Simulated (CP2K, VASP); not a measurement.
Given: the input of a run of VASP 6.6.1 on NaMg3O4. The cell comes from a database or a generator and needn't be the stable form of this composition.

File INCAR:

```
PREC     = Accurate       # precision mode
ENCUT    = 500            # plane-wave cutoff, eV
EDIFF    = 1E-6           # SCF threshold, eV
ISMEAR   = 0              # smearing method
SIGMA    = 0.01           # smearing width, eV
LREAL    = F              # projectors in reciprocal space
LASPH    = T              # aspherical terms in the spheres
NELM     = 100            # most SCF steps
ALGO     = Normal         # electronic algorithm
ISIF     = 2              # what is computed and relaxed
LWAVE    = F              # write WAVECAR
LCHARG   = F              # write CHGCAR
GGA      = CA             # functional
NBANDS   = 26             # bands
```

File KPOINTS:

```
regular mesh
0
Gamma
  6 6 6
```

Contents of POSCAR:

```
NaMg3O4
4.3538
    0.999989354127      0.000000000000      0.000000000000
    0.000000000000      0.999989354127      0.000000000000
    0.000000000000      0.000000000000      0.999989354127
Mg Na O
3 1 4
Direct
    0.5000000000      0.5000000000      0.0000000000
    0.5000000000      0.0000000000      0.5000000000
    0.0000000000      0.5000000000      0.5000000000
    0.0000000000      0.0000000000      0.0000000000
    0.0000000000      0.5000000000      0.0000000000
    0.0000000000      0.0000000000      0.5000000000
    0.5000000000      0.5000000000      0.5000000000
    0.5000000000      0.0000000000      0.0000000000
```

Potentials or basis: VASP PAW LDA potentials, release 64 (Mg, Na, O).

Run with:

```sh
$ cat potpaw_LDA.64/Mg/POTCAR potpaw_LDA.64/Na/POTCAR potpaw_LDA.64/O/POTCAR > POTCAR
$ mpirun -np 1 vasp_std > vasp.out
```

Question: What does the same run look like in CP2K 2026.2? Potentials or basis there: GTH_POTENTIALS Mg GTH-PADE-q10, Na GTH-PADE-q9, O GTH-PADE-q6; TZVP-MOLOPT-PBE-GTH basis.

Answer: As run (cutoffs and basis follow the program's own potentials, and thresholds, step limits or extra output files can differ):

The input namg3o4_scf.inp:

```
&GLOBAL
  PROJECT namg3o4_scf
  RUN_TYPE ENERGY_FORCE
  PRINT_LEVEL LOW
&END GLOBAL
&FORCE_EVAL
  METHOD QS
  STRESS_TENSOR ANALYTICAL
  &DFT
    BASIS_SET_FILE_NAME BASIS_MOLOPT_UZH
    POTENTIAL_FILE_NAME GTH_POTENTIALS
    &MGRID
      CUTOFF 1400
      REL_CUTOFF 60
      NGRIDS 5
    &END MGRID
    &QS
      METHOD GPW
      EPS_DEFAULT 1.0E-10
    &END QS
    &KPOINTS
      SCHEME MONKHORST-PACK 6 6 6
      GAMMA_CENTERED T
      SYMMETRY T
      SYMMETRY_BACKEND SPGLIB
    &END KPOINTS
    &SCF
      SCF_GUESS ATOMIC
      EPS_SCF 1.0E-6
      MAX_SCF 100
      ADDED_MOS 22
      CHOLESKY OFF
      EPS_EIGVAL 1.0E-7
      &DIAGONALIZATION ON
        ALGORITHM STANDARD
      &END DIAGONALIZATION
      &MIXING ON
        METHOD BROYDEN_MIXING
        ALPHA 0.4
        BETA 1.5
        NBUFFER 8
      &END MIXING
      &SMEAR ON
        METHOD GAUSSIAN
        SIGMA [eV] 0.01
      &END SMEAR
    &END SCF
    &XC
      &XC_FUNCTIONAL
        &LDA_X
        &END LDA_X
        &LDA_C_PW
        &END LDA_C_PW
      &END XC_FUNCTIONAL
    &END XC
    &PRINT
      &KPOINTS ON
      &END KPOINTS
      &MULLIKEN ON
      &END MULLIKEN
      &MO ON
        ENERGIES T
        OCCUPATION_NUMBERS T
        &EACH
          QS_SCF 0
        &END EACH
        ADD_LAST NUMERIC
      &END MO
    &END PRINT
  &END DFT
  &SUBSYS
    &CELL
      A 4.3537536500 0.0000000000 0.0000000000
      B 0.0000000000 4.3537536500 0.0000000000
      C 0.0000000000 0.0000000000 4.3537536500
      PERIODIC XYZ
    &END CELL
    &COORD
      SCALED
      Mg  0.5000000000 0.5000000000 0.0000000000
      Mg  0.5000000000 0.0000000000 0.5000000000
      Mg  0.0000000000 0.5000000000 0.5000000000
      Na  0.0000000000 0.0000000000 0.0000000000
      O   0.0000000000 0.5000000000 0.0000000000
      O   0.0000000000 0.0000000000 0.5000000000
      O   0.5000000000 0.5000000000 0.5000000000
      O   0.5000000000 0.0000000000 0.0000000000
    &END COORD
    &KIND Mg
      BASIS_SET TZVP-MOLOPT-PBE-GTH-q10
      POTENTIAL GTH-PADE-q10
    &END KIND
    &KIND Na
      BASIS_SET TZVP-MOLOPT-PBE-GTH-q9
      POTENTIAL GTH-PADE-q9
    &END KIND
    &KIND O
      BASIS_SET TZVP-MOLOPT-PBE-GTH-q6
      POTENTIAL GTH-PADE-q6
    &END KIND
    &PRINT
      &ATOMIC_COORDINATES ON
      &END ATOMIC_COORDINATES
      &CELL ON
      &END CELL
    &END PRINT
  &END SUBSYS
  &PRINT
    &FORCES ON
    &END FORCES
    &STRESS_TENSOR ON
    &END STRESS_TENSOR
  &END PRINT
&END FORCE_EVAL
```

Potentials or basis: GTH_POTENTIALS Mg GTH-PADE-q10, Na GTH-PADE-q9, O GTH-PADE-q6; TZVP-MOLOPT-PBE-GTH basis.

Launch:

```console
$ OMP_NUM_THREADS=1 cp2k.psmp -i namg3o4_scf.inp -o namg3o4_scf.out
```

Both were run:

|  | VASP | CP2K |
| --- | --- | --- |
| Pressure | -12.0 GPa | -7.7 GPa |

The potentials hold 31 and 63 valence electrons a cell.

The two programs' LDA may be different fits to the electron gas.

The two runs disagree by more than potentials and bases usually give (in gap, levels, pressure or energy); the cause wasn't traced.

The cell lies far from this level's equilibrium.

Pressure is positive in compression.
